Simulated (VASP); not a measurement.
VASP input:

INCAR:
```
SYSTEM = TiCo
PREC = Accurate
ENCUT = 520
EDIFF = 1E-7
NELM = 100
ALGO = Normal
LREAL = .FALSE.
LASPH = .TRUE.
ISMEAR = -5
GGA = CX
LUSE_VDW = .TRUE.
AGGAC = 0.0
LMAXMIX = 4
LWAVE = .FALSE.
LCHARG = .TRUE.
LORBIT = 11
NEDOS = 601
ISIF = 2
```

**POSCAR**
```
TiCo
2.9363220
  0.9999999853   0.0000000000   0.0000000000
  0.0000000000   0.9999999853   0.0000000000
  0.0000000000   0.0000000000   0.9999999853
Ti Co
1 1
Cartesian
  0.0000000000   0.0000000000   0.0000000000
  0.4999999927   0.4999999927   0.4999999927
```

KPOINTS:
```
Automatic
0
gamma
14 14 14
```

POTCAR, in this order: Ti_sv Co (PBE.64 set). Program: vasp_std.

Write an equivalent input for Quantum ESPRESSO's pw.x.

One equivalent input (not run):
```
&CONTROL
  calculation = 'scf'
  pseudo_dir = './pseudo'
  outdir = './out'
  tprnfor = .true.
  tstress = .true.
/
&SYSTEM
  ibrav = 0
  nat = 2
  ntyp = 2
  ecutwfc = 96
  occupations = 'tetrahedra'
  input_dft = 'vdw-df-cx'
/
&ELECTRONS
  conv_thr = 7.3e-09
  electron_maxstep = 100
/
ATOMIC_SPECIES
  Ti 47.867 Ti.upf
  Co 58.933 Co.upf
CELL_PARAMETERS angstrom
     2.9363220    0.0000000    0.0000000
     0.0000000    2.9363220    0.0000000
     0.0000000    0.0000000    2.9363220
ATOMIC_POSITIONS crystal
  Ti   0.0000000  0.0000000  0.0000000
  Co   0.5000000  0.5000000  0.5000000
K_POINTS automatic
  14 14 14 0 0 0
```
What does not carry over: the potentials are each code's own (VASP's PAW set, PseudoDojo norm-conserving files in pw.x), so ENCUT and ecutwfc are chosen apart and not converted; conv_thr bounds pw.x's estimated SCF error, while EDIFF bounds the energy change between steps.

The compound is TiCo in the CsCl type structure. It was relaxed first, which changed the volume by -5 %.
